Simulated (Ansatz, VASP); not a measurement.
# TiO2 (Anatase): VASP beside Ansatz

One calculation is typed for both programs; each brings its own data sets. How far apart do they land? The structure shown is the start of the Ansatz relaxation below; VASP solves that cell, so the two are compared at the walk's first step.

Program: Ansatz 0.2.0. Level of theory: plane waves, with VASP 6.6.1 beside it; single point at LDA. Results are calculated unless marked as measured.

### Step 1. The structure

The structure is tetragonal, space group I4_1/amd (No. 141). The conventional cell has a = 3.758 Å, b = 3.758 Å, c = 9.506 Å, α = 90.00°, β = 90.00°, γ = 90.00°. Nearest to Ti lie 6 O at 1.92 to 1.98 Å. Nearest to O lie 3 Ti at 1.92 to 1.98 Å. Farther neighbours and most contacts between anions are not listed.

### Step 2. Ansatz: relaxation, LDA

Ansatz runs on its PAW soft_1 files.

The two programs are compared at the cell with which this relaxation starts, whose forces are those of its first step.

Contents of input.yaml:

```yaml
crystal:
  lattice:
    - [-1.8792305437, 1.8792305437, 4.7527822798]
    - [1.8792305437, -1.8792305437, 4.7527822798]
    - [1.8792305437, 1.8792305437, -4.7527822798]
  atoms:
    - { symbol: Ti, position: [0.0, 0.0, 0.0] }
    - { symbol: Ti, position: [0.75, 0.25, 0.5] }
    - { symbol: O, position: [0.2079444596, 0.2079444596, 0.0] }
    - { symbol: O, position: [0.9579444596, 0.4579444596, 0.5] }
    - { symbol: O, position: [0.5420555404, 0.0420555404, 0.5] }
    - { symbol: O, position: [0.7920555404, 0.7920555404, 0.0] }
kpoints:
  mp_grid: { grid: [12, 12, 12] }
hamiltonian:
  xc: lda
  pseudopotentials: { kind: paw, azcp: { folder: soft_1 }, xc_functional: pbe }
scf:
  occupations: { method: fixed }
  lower_state_search: "off"
output:
  forces: true
  stress: true
  eigenvalues: true
relax:
  adjacent_minimum: "off"
  f_tol: 0.001
  max_steps: 60
  cell: { stress_tol: 0.01, fix: [volume] }
```

On the command line:

```bash
$ ansatz run input.yaml --threads 18 --pin off --max-ram 92160MiB --backend cuda --events-out ev --progress --plain --runs-dir out
```

Numbers of over 12 decimals in the logs are rounded to 6 here.

Output:

```text
basis.fft_grid_basis auto: the FFT boxes are laid along the combinations [[1, 0, 1], [0, 1, 1], [0, 0, 1]] of the cell's own vectors, 3.758, 3.758 and 5.445 Å long. The dense box has 27×27×40 points. Along the cell's own vectors, as sized, it would have 40×40×40, 2.19 times as many. Of the 16 symmetry operations that the crystal satisfies within crystal.symmetry.tolerance (time reversal apart; of a slab, those that k [...]
Engine: ansatz 0.2.0, aarch64-unknown-linux-gnu
Pseudopotentials: kind: paw
Pseudopotential: Ti, paw, valence charge 12, recommended cutoff 420 eV (normal), soft_1/Ti.paw.azcp
Pseudopotential: O, paw, valence charge 6, recommended cutoff 420 eV (normal), soft_1/O.paw.azcp
Functional definition: SPW92
  exchange = slater_x
  correlation = pw_c
[...]
Crystal: 6 atoms, lattice volume = 67.138 Å³
Basis set: ecut = 420 eV, 1299 PW (Γ), FFT grids on a1+a3, a2+a3, a3
Bands: 30, of which v1, the nominal top of the filled ones, is band 24 counted from 1 (23 counted from 0)
Symmetry: 16 space group operations
Space group: I41/amd (ITA 141), of the structure as read, at distance tolerance 4.1e-5 Å
k-points: 163 of 1728
Non-local potential: Ti, projectors of the file, l = 0: 3, l = 1: 2, l = 2: 3, l = 3: 1
Non-local potential: O, projectors of the file, l = 0: 2, l = 1: 2, l = 2: 1
PAW form: soft (Blöchl's): semilocal exchange-correlation on the pseudo side does not see the compensation charge
PAW frozen core: Ti, regenerated for the run's functional, and the local potential with it (the file was generated under x = pbe(κ = 0.804, μ = 0.219515), c = pbe(β = 0.066725))
PAW frozen core: O, regenerated for the run's functional, and the local potential with it (the file was generated under x = pbe(κ = 0.804, μ = 0.219515), c = pbe(β = 0.066725))
PAW one-centre angular grid: Ti, 590 points (default); XC on 64 Gauss nodes
PAW one-centre angular grid: O, 110 points (default); XC on 64 Gauss nodes
Initial density: superposition of atomic densities (chi_scale 0.1, normalization cell, long waves kept (reshape's long-wave potential 0.00 eV rms))
Initial wavefunctions: pseudopotential atomic-orbital guess
[...]
Functional: x = slater, c = lda
SCF iter   1: F=—  HF=-7131.005391 eV  |F-HF|=—  |Δ(HF+E_count)|=         —  Δρ=5.45e-2  dr2=2.17e0  ethr=3.10e-3  ⟨swp⟩=4.2  Hψ=16545  notcnv=0  defer=350
preconditioner: auto → none  [insulator: Δε(μ)=2.152 eV  Ē_g=9.756 eV  n_scr=14 (ndim 8)  ℏωp=25.6 eV  f_vac=0.000  ε∞_Penn≈7.9]
SCF iter   2: F=—  HF=-7130.575344 eV  |F-HF|=—  |Δ(HF+E_count)|=   4.30e-1  Δρ=4.12e-2  dr2=7.71e-1  ethr=3.10e-3  ⟨swp⟩=2.0  Hψ=9320  notcnv=0  defer=352
[...]
SCF iter   9: F=-7130.476562 eV  HF=-7130.476562 eV  |F-HF|=1.59e-8  |Δ(HF+E_count)|=   5.92e-7  Δρ=4.73e-6  dr2=1.81e-8  ethr=2.08e-10  ⟨swp⟩=8.7  Hψ=24657  notcnv=0
SCF 1 converged in 9 iterations: F = -7130.476562 eV  dr2 = 1.81e-8
  greatest PAW one-centre occupation: 0.998 electrons in one spin orbital (limit 2), on the Ti atom at site 1 (counted from 0), in its partial waves of l = 0
relax step   1: F+E_penalty+E_count = -7130.47656210 eV  Δ(F+E_penalty+E_count) = +0.000e0 eV  max|allowed force component| = 8.654e-2 eV/Å  Δτ_max = 0.0000 Å  P = -3.432 GPa  Ω = 67.138 Å³  fix = [volume]  reactions: volume -3.432 GPa  (9 SCF iters, dr2 threshold 1.00e-7 eV, accepted)
[...]
iter 1 solved again at ethr=2.24e-7 eV; its pass at ethr=3.10e-3 eV (dr2=1.08e-4 eV) is discarded
SCF iter   1: F=—  HF=-7130.477829 eV  |F-HF|=—  |Δ(HF+E_count)|=         —  Δρ=4.87e-4  dr2=9.46e-5  ethr=2.24e-7  ⟨swp⟩=2.9  Hψ=21474  notcnv=0  defer=652
preconditioner: auto → none  [insulator: Δε(μ)=2.083 eV  Ē_g=9.648 eV  n_scr=14 (ndim 8)  ℏωp=25.6 eV  f_vac=0.090  ε∞_Penn≈8.1]
SCF iter   2: F=—  HF=-7130.477808 eV  |F-HF|=—  |Δ(HF+E_count)|=   2.06e-5  Δρ=2.59e-4  dr2=2.90e-5  ethr=1.97e-7  ⟨swp⟩=2.0  Hψ=7172  notcnv=0  defer=652
[...]
SCF 2 converged in 5 iterations: F = -7130.477804 eV  dr2 = 4.59e-8
[...]
SCF 3 converged in 6 iterations: F = -7130.478432 eV  dr2 = 1.93e-8
[...]
SCF 4 converged in 4 iterations: F = -7130.478448 eV  dr2 = 1.54e-8
[...]
SCF 5 converged in 6 iterations: F = -7130.478521 eV  dr2 = 1.57e-12
[...]
SCF 6 converged in 5 iterations: F = -7130.478526 eV  dr2 = 8.75e-10
[...]
SCF iter   5: F=-7130.478502 eV  HF=-7130.478502 eV  |F-HF|=0.00e0  |Δ(HF+E_count)|=  9.09e-13  Δρ=6.14e-8  dr2=6.24e-13  ethr=1.00e-12  ⟨swp⟩=9.2  Hψ=24987  notcnv=0
SCF 7 converged in 5 iterations: F = -7130.478502 eV  dr2 = 6.24e-13
relax step   7: F+E_penalty+E_count = -7130.47850211 eV  Δ(F+E_penalty+E_count) = +2.350e-5 eV  max|allowed force component| = 1.215e-4 eV/Å  Δτ_max = 0.0000 Å  P = -2.816 GPa  Ω = 67.138 Å³  fix = [volume]  reactions: volume -2.816 GPa  stress off target by 5.60e-3 GPa on what of the cell is left free  SCF on the basis re-selected at this cell (its energy is not comparable with the rows above)  (5 SCF iters)
basis re-selected at this cell: Δ(F+E_penalty+E_count) = +2.350e-5 eV, ΔP = -0.000 GPa vs the last step (what re-selecting the basis moved, of the pressure what is left beyond the Pulay correction that the steps carried, after the strain that the cell walked since its last selection, with what the two solves' SCF thresholds leave and, on support functions, any second-order correction that the steps lacked; it is no m [...]
SCF converged after 5 iterations
Free energy (F): -7130.478502 eV
Harris-Foulkes:  -7130.478502 eV  (|F-HF|=0.00e0)
Internal energy: -7130.478502 eV  (E = F + TS)
E sigma→0 (E₀):  -7130.478502 eV
Fermi energy:    7.060263 eV
--- Per-component energies (eV) ---
  E_band       = -459.597395
  E_kinetic    = 1229.021588
  E_local      = -3667.509938  (includes V_loc(G=0)·N_el)
  E_nonlocal   = 340.174131
  E_hartree    = 1406.119819
  E_xc         = -513.058988
  E_vxc        = -653.726673  (∫ρ·V_xc dr)
  E_paw        = -2589.972811  (= ΣΔE_a)
  E_vpaw       = -519.799136  (= ΣTr[D̂ρ^β])
  E_aug_tail   = 0.003014  (compensation charges beyond the density's cutoff)
  E_ewald      = -3336.294904
  E_core_change = 1.039587  (= ΣΔE_core)
  E_smearing   = -0.000000  (= −TS)
  E_closure    = -0.000000  (closes the sum)
  Σ components = -7130.478502   (vs F -7130.478502, Δ=0.00e0)
--- Forces (eV/Å), atoms counted from 1 ---
  atom   1  Ti    -0.00000000     0.00000000    -0.00000000
  atom   2  Ti    -0.00000000    -0.00000000     0.00000000
  atom   3  O     -0.00000000     0.00000000    -0.00012151
  atom   4  O     -0.00000000    -0.00000000    -0.00012151
  atom   5  O     -0.00000000     0.00000000     0.00012151
  atom   6  O      0.00000000    -0.00000000     0.00012151
  max |Σ_I F_I| component: 6.69e-18 eV/Å
--- Stress (GPa, compression-positive) ---
       -2.818540      -0.000000       0.000000
       -0.000000      -2.818540      -0.000000
        0.000000      -0.000000      -2.810138
  P = ⅓ Tr σ = -2.8157 GPa (-28.157 kbar)
--- Band table (eV; the first three rows and the last of 163) ---
  k-point 0: bands = [... 20 lower, 6.2921, 6.2921, 6.5992, 6.5992, 9.1741, 9.9295, 11.2035, 11.2035, ... 2 higher]
  k-point 1: bands = [... 20 lower, 6.1526, 6.2302, 6.2990, 6.7019, 9.5073, 9.9792, 10.8750, 11.0361, ... 2 higher]
  k-point 2: bands = [... 20 lower, 5.7360, 5.8526, 6.4084, 6.8358, 10.0258, 10.1761, 10.4133, 10.8599, ... 2 higher]
  k-point 162: bands = [... 20 lower, 5.8073, 5.8073, 6.9739, 6.9739, 9.5380, 9.5380, 10.9214, 10.9214, ... 2 higher]
--- Relaxed structure (5 steps of the walk, 5 accepted, 2 SCFs on fresh bases) ---
  F+E_penalty+E_count = -7130.47850211 eV   max|allowed force component| = 1.215e-4 eV/Å   (the final SCF, on the basis selected at the relaxed cell)
  cell:  # Å, volume = 67.1379 Å³
    - [-1.873982, 1.873982, 4.779441]
    - [1.873982, -1.873982, 4.779441]
    - [1.873982, 1.873982, -4.779441]
  atoms:
    - { symbol: Ti, position: [0, 0, 0] }
    - { symbol: Ti, position: [0.75, 0.250000, 0.5] }
    - { symbol: O, position: [0.206659, 0.206659, 0] }
    - { symbol: O, position: [0.956659, 0.456659, 0.5] }
    - { symbol: O, position: [0.543341, 0.043341, 0.5] }
    - { symbol: O, position: [0.793341, 0.793341, 0] }
```

In the SCF lines HF is the Harris–Foulkes energy and dr2 the Hartree energy of the density residual, in eV; the loop may stop once dr2 is under the threshold and the program's other checks hold. Hψ counts applications of the Hamiltonian.

### Step 3. VASP: single point, LDA, start cell, pair 1

The same cell, functional (in two slightly different forms) and mesh now go to VASP, with its own data sets.

Lines of VASP's logs that name or quote its potential files are left out, and so is its time.

Contents of INCAR:

```
SYSTEM = TiO2
PREC = Accurate
ENCUT = 520
EDIFF = 1E-06
NELM = 120
ISMEAR = 0
SIGMA = 0.01
LREAL = .FALSE.
ALGO = Normal
GGA = CA
NBANDS = 30
LASPH = .TRUE.
LORBIT = 11
LWAVE = .FALSE.
LCHARG = .FALSE.
ISIF = 2
GGA_COMPAT = .FALSE.
EFERMI = MIDGAP
KPAR = 2
```

Contents of POSCAR:

```
TiO2
1.0
   -1.8792310000      1.8792310000      4.7527820000
    1.8792310000     -1.8792310000      4.7527820000
    1.8792310000      1.8792310000     -4.7527820000
Ti O
2 4
Direct
    0.0000000000      0.0000000000      0.0000000000
    0.7500000000      0.2500000000      0.5000000000
    0.2079444208      0.2079444208      0.0000000000
    0.9579445260      0.4579445260      0.5000000000
    0.5420555792      0.0420555792      0.5000000000
    0.7920555792      0.7920555792      0.0000000000
```

Contents of KPOINTS:

```
Automatic mesh
0
Gamma
12 12 12
0 0 0
```

The projector-augmented-wave data sets are Ti_sv and O (LDA family, release 64).

On the command line:

```bash
$ mpirun -np 2 vasp_std
```

Output:

```text
[banner, memory and clock lines left out]
running    2 mpi-ranks, on    1 nodes
 distrk:  each k-point on    1 cores,    2 groups
 distr:  one band on    1 cores,    1 groups

 POSCAR found type information on POSCAR TiO
 POSCAR found :  2 types and       6 ions
 LDA part: xc-table for (Slater(with rela. corr.)+CA(PZ))
 , standard interpolation
 POSCAR, INCAR and KPOINTS ok, starting setup
 FFT: planning ... GRIDC
 FFT: planning ... GRID_SOFT
 FFT: planning ... GRID
 WAVECAR not read
 entering main loop
       N       E                     dE             d eps       ncg     rms          rms(c)
DAV:   1     0.664366388855E+03    0.66437E+03   -0.24676E+04  9780   0.185E+03
DAV:   2     0.303030384584E+02   -0.63406E+03   -0.60252E+03 10860   0.548E+02
DAV:   3    -0.706978765918E+02   -0.10100E+03   -0.99469E+02 14380   0.202E+02
DAV:   4    -0.753011648394E+02   -0.46033E+01   -0.45980E+01 13944   0.431E+01
DAV:   5    -0.754883503617E+02   -0.18719E+00   -0.18715E+00 13166   0.695E+00    0.322E+01
DAV:   6    -0.594926494238E+02    0.15996E+02   -0.10165E+02 12674   0.972E+01    0.118E+01
DAV:   7    -0.590753013157E+02    0.41735E+00   -0.15484E+01 12604   0.326E+01    0.868E+00
DAV:   8    -0.589380884750E+02    0.13721E+00   -0.28677E+00 11902   0.173E+01    0.332E+00
DAV:   9    -0.588310554458E+02    0.10703E+00   -0.73066E-01 12160   0.804E+00    0.102E+00
DAV:  10    -0.588367315672E+02   -0.56761E-02   -0.92221E-02 11630   0.251E+00    0.450E-01
DAV:  11    -0.588329856842E+02    0.37459E-02   -0.22738E-02 10976   0.955E-01    0.847E-02
DAV:  12    -0.588330606750E+02   -0.74991E-04   -0.17501E-03 11296   0.443E-01    0.112E-01
DAV:  13    -0.588329622560E+02    0.98419E-04   -0.37821E-04 11964   0.214E-01    0.233E-02
DAV:  14    -0.588329624276E+02   -0.17160E-06   -0.44396E-05 13710   0.617E-02    0.122E-02
DAV:  15    -0.588329619530E+02    0.47463E-06   -0.88222E-06 12602   0.313E-02
   1 F= -.58832962E+02 E0= -.58832962E+02  d E =0.000000E+00
```

Parts of OUTCAR (step 3):

```text
ion  position               nearest neighbor table
   1  0.000  0.000  0.000-   4 1.92   4 1.92   5 1.92   5 1.92   3 1.98   6 1.98
   2  0.750  0.250  0.500-   6 1.92   3 1.92   6 1.92   3 1.92   5 1.98   4 1.98
   3  0.208  0.208  0.000-   2 1.92   2 1.92   1 1.98
   4  0.958  0.458  0.500-   1 1.92   1 1.92   2 1.98
   5  0.542  0.042  0.500-   1 1.92   1 1.92   2 1.98
   6  0.792  0.792  0.000-   2 1.92   2 1.92   1 1.98

  LATTYP: Found a body centered tetragonal cell.
 ALAT       =     3.7584620000
 C/A-ratio  =     2.5291100455

 Subroutine GETGRP returns: Found 16 space group operations
 (whereof  8 operations were pure point group operations)

The static configuration has the point symmetry D_2d.
 The point group associated with its full space group is D_4h.

 Found    163 irreducible k-points:

   k-points           NKPTS =    163   k-points in BZ     NKDIM =    163   number of bands    NBANDS=     30

   dimension x,y,z NGX =    40 NGY =   40 NGZ =   40
   dimension x,y,z NGXF=    80 NGYF=   80 NGZF=   80

   ENCUT  =  520.0 eV  38.22 Ry    6.18 a.u.  10.12 10.12 10.12*2*pi/ulx,y,z

   NELECT =      48.0000    total number of electrons

 k-points in reciprocal lattice and weights: Automatic mesh
   0.00000000  0.00000000  0.00000000       0.001
   0.08333333 -0.00000000  0.00000000       0.005
   0.16666667  0.00000000  0.00000000       0.005
   0.25000000  0.00000000  0.00000000       0.005
   0.33333333  0.00000000  0.00000000       0.005
   0.41666667 -0.00000000  0.00000000       0.005
   0.50000000  0.00000000  0.00000000       0.002
   0.08333333  0.08333333  0.00000000       0.005
   0.16666667  0.08333333  0.00000000       0.009
[...]
-0.41666667 -0.41666667  0.41666667       0.001
   0.50000000  0.50000000  0.50000000       0.001

 average (electrostatic) potential at core
       1 -77.0749       2 -77.0748       3 -71.3714       4 -71.3714       5 -71.3714
       6 -71.3714

 E-fermi :   4.2521

 k-point     1 :       0.0000    0.0000    0.0000
  band No.  band energies     occupation
    ...
     20       2.4415      2.00000
     21       2.4515      2.00000
     22       2.4515      2.00000
     23       2.7394      2.00000
     24       2.7394      2.00000
     25       5.2685      0.00000
     26       6.0450      0.00000
     27       7.2420      0.00000
     28       7.2420      0.00000
     29       7.2735      0.00000
    ...

 k-point     2 :       0.0833   -0.0000    0.0000
  band No.  band energies     occupation
    ...
     20       2.2770      2.00000
     21       2.4145      2.00000
     22       2.4415      2.00000
     23       2.6151      2.00000
     24       2.7591      2.00000
     25       5.4530      0.00000
     26       6.0726      0.00000
     27       7.0222      0.00000
     28       7.1334      0.00000
     29       7.2155      0.00000
    ...

 k-point     3 :       0.1667    0.0000    0.0000
  band No.  band energies     occupation
    ...
     20       1.8797      2.00000
     21       2.1765      2.00000
     22       2.4338      2.00000
     23       2.4855      2.00000
     24       2.7588      2.00000
     25       5.8699      0.00000
     26       6.1637      0.00000
     27       6.7004      0.00000
     28       6.9267      0.00000
     29       7.1715      0.00000
    ...

  Total       -0.9359698     -0.9359698     -0.9902751      0.0000000      0.0000000      0.0000000
  in kB      -22.3359376    -22.3359376    -23.6318776      0.0000000      0.0000000      0.0000000
  external PRESSURE =     -22.7679176 kB  Pullay stress =       0.0000000 kB

  energy-cutoff  :      520.00
  volume of cell :       67.14
      direct lattice vectors                 reciprocal lattice vectors
    -1.879231000  1.879231000  4.752782000     0.000000000  0.266066279  0.105201543
     1.879231000 -1.879231000  4.752782000     0.266066279  0.000000000  0.105201543
     1.879231000  1.879231000 -4.752782000     0.266066279  0.266066279  0.000000000

 POSITION                                       TOTAL-FORCE (eV/Angst)
 -----------------------------------------------------------------------------------
      0.00000      0.00000      0.00000        -0.000000      0.000000     -0.000000
     -0.00000      1.87923      2.37639         0.000000     -0.000000     -0.000000
      0.00000      0.00000      1.97663        -0.000000      0.000000     -0.054540
     -0.00000      1.87923      4.35302         0.000000     -0.000000     -0.054540
      0.00000      1.87923      0.39976         0.000000     -0.000000      0.054540
      0.00000      0.00000      7.52893        -0.000000      0.000000      0.054540
 -----------------------------------------------------------------------------------
    total drift:                                0.000000      0.000000     -0.001128

  FREE ENERGIE OF THE ION-ELECTRON SYSTEM (eV)
  ---------------------------------------------------
  free  energy   TOTEN  =       -58.8329619530 eV

  energy  without entropy=      -58.8329619530  energy(sigma->0) =      -58.83296195

 total charge
# of ion       s       p       d       tot
------------------------------------------
    1        2.233   6.318   1.799  10.350
    2        2.233   6.318   1.799  10.350
    3        1.562   3.490   0.000   5.052
    4        1.562   3.490   0.000   5.052
    5        1.562   3.490   0.000   5.052
    6        1.562   3.490   0.000   5.052
--------------------------------------------------
tot         10.713  26.597   3.598  40.908

[... 3 further parts left out ...]
```

The run ends at a pressure of -2.28 GPa, with forces up to 0.055 eV/Å.

### Step 4. Comparison

Known differences besides the potentials themselves: the two LDA forms differ slightly; fixed occupations in Ansatz, narrow Gaussian smearing in VASP; the cutoff is 420 eV in Ansatz and 520 eV in VASP; VASP's log shows a relativistic correction to its local exchange, Ansatz's none. Total energies have different zeros and are not compared.

Forces (eV/Å; atoms numbered as in POSCAR):

```csv
atom,"Ansatz x, y, z","VASP x, y, z"
Ti1,"0.000, 0.000, 0.000","0.000, 0.000, 0.000"
Ti2,"0.000, 0.000, 0.000","0.000, 0.000, 0.000"
O3,"0.000, 0.000, -0.087","0.000, 0.000, -0.055"
O4,"0.000, 0.000, -0.087","0.000, 0.000, -0.055"
O5,"0.000, 0.000, 0.087","0.000, 0.000, 0.055"
O6,"0.000, 0.000, 0.087","0.000, 0.000, 0.055"
```

The forces differ by 15 meV/Å r.m.s., which is 58.7 % of the r.m.s. force of 0.026 eV/Å (both taken over all components).

### Step 5. What the set-up changes

Further runs change the set-up of one program: Ansatz's method, potentials or start, or VASP's data sets, cutoff or form of LDA. The table gives that difference for each run.

```csv
run,r.m.s. force difference (meV/Å)
as above,15
VASP with a cutoff of 600 eV (perhaps on Ansatz's relaxed cell),14
```

### Step 6. Ansatz: relaxation, LDA

The two programs are compared at the cell with which this relaxation starts, whose forces are those of its first step. The cell compared in this pair holds 64.16 Å³, against 67.14 Å³ for the pair before.

The structure compared here is the start of the Ansatz relaxation; VASP solves that cell, so the two are compared at the walk's first step.

input.yaml: that of step 2 with these lines changed.

```diff
@@ -2,5 +2,5 @@
   lattice:
-    - [-1.8792305437, 1.8792305437, 4.7527822798]
-    - [1.8792305437, -1.8792305437, 4.7527822798]
-    - [1.8792305437, 1.8792305437, -4.7527822798]
+    - [-1.8510378241, 1.8510378241, 4.681479768]
+    - [1.8510378241, -1.8510378241, 4.681479768]
+    - [1.8510378241, 1.8510378241, -4.681479768]
   atoms:
```

On the command line:

```bash
$ ansatz run input.yaml --threads 18 --pin off --max-ram 92160MiB --backend cuda --events-out ev --progress --plain --runs-dir out
```

Output:

```text
[...]
Crystal: 6 atoms, lattice volume = 64.161 Å³
Basis set: ecut = 420 eV, 1243 PW (Γ), FFT grids on a1+a3, a2+a3, a3
Bands: 30, of which v1, the nominal top of the filled ones, is band 24 counted from 1 (23 counted from 0)
Symmetry: 16 space group operations
[...]
k-points: 163 of 1728
[...]
cell:  # Å, volume = 64.1614 Å³
    - [-1.863401, 1.863401, 4.619566]
    - [1.863401, -1.863401, 4.619566]
    - [1.863401, 1.863401, -4.619566]
  atoms:
    - { symbol: Ti, position: [0, 0, 0] }
    - { symbol: Ti, position: [0.75, 0.250000, 0.5] }
    - { symbol: O, position: [0.210997, 0.210997, 0] }
    - { symbol: O, position: [0.960997, 0.460997, 0.5] }
    - { symbol: O, position: [0.539003, 0.039003, 0.500000] }
    - { symbol: O, position: [0.789003, 0.789003, 0] }
[key lines of the parts left out:]
SCF converged after 5 iterations
Free energy (F): -7130.450772 eV
Fermi energy:    7.729566 eV
P = ⅓ Tr σ = 5.9835 GPa (59.835 kbar)
```

(Part 1 of 2 ends here.)

[Lines on the potential files, build, host, timing and source positions are cut from VASP's logs without a mark.]

[Logs are printed without paths, hosts, clocks, repeated set-up lines and the standing remarks that a program may print on its own settings, such as how far it seeks lower states.]

[Hosts, paths, dates, database ids (printed as entryN), source tags and the programs' standing remarks are cut or masked in the printed files.]

[Rows of further runs with another cutoff or data set may stand on the cell that Ansatz relaxed, not on the start cell of the pair above them.]
